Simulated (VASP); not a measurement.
Runs of VASP 6.6.1 on HfB2. It takes space group P6/mmm (No. 191, hexagonal). The conventional cell has a = 3.140 Å, b = 3.140 Å, c = 3.480 Å, α = 90.00°, β = 90.00°, γ = 120.00°. Around Hf (site symmetry 6/mmm) lie 12 B at 2.51 Å. Around B (site symmetry -6m2) lie 3 B at 1.81 Å. 

| level | potentials or basis | gap on the mesh (eV) | pressure (GPa) | relaxed volume (Å³/atom) |
| --- | --- | --- | --- | --- |
| PBEsol | VASP PAW PBE potentials, release 64 (Hf_pv, B) | none | 0.1 | 9.73 |
| PBE+D3(BJ) | VASP PAW PBE potentials, release 64 (Hf_pv, B) | none | 0.1 | 9.71 |
| LDA | VASP PAW LDA potentials, release 64 (Hf_pv, B) | none | 0.1 | (a) |
| PBE | VASP PAW PBE potentials, release 64 (Hf_pv, B) | none | 0.0 | 9.94 |

Alike in all rows: task relaxation of cell and atoms; no spin polarisation; cell relaxed; k mesh 15 × 15 × 11; cutoff (eV) 600; smearing methfessel-paxton 0.1 eV.

Problem. Fill in the values left out.

Solution. (a) 9.53.

Caveats: the PAW data sets were made with another functional, which shifts forces and pressure a little (some runs); pairwise dispersion overbinds metals, which lowers pressure and volume (some runs).

A k mesh can miss the band edges, and the runs leave out spin-orbit coupling on Hf.

A gap of «none» marks a metal or a gap under the smearing width.

Not every run made on this cell is shown here.
